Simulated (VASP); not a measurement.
Given:

```yaml
crystal:
  lattice:
    - [3.20600, 0.00000, 0.00000]
    - [0.00000, 3.20600, 0.00000]
    - [0.00000, 0.00000, 3.20600]
  atoms:
    - { symbol: Y, position: [0.00000, 0.00000, 0.00000] }
```

Method: PBEsol GGA, VASP's PBE PAW potentials (set 64) (plane waves; VASP 6.6.1). Numerical set-up: 400 eV cut-off, 10×10×10 Γ-centred mesh, first-order Methfessel-Paxton smearing of 0.10 eV, potentials Y_sv.

Question: Predict the energy per atom (σ→0), band gap (on the k-mesh) with the smallest direct gap where there is one.

Answer: 
band gap (on the k-mesh): none (metal, semimetal or under 0.01 eV)
energy per atom (σ→0): -6.019 eV/atom

Only differences to runs with the same potentials and settings are physical.

The structure was generated: Y was put into the simple-cubic type (Pm-3m), which need not be its known phase. It was relaxed first, which changed the volume by -11 %. The start is the result of an earlier pass.
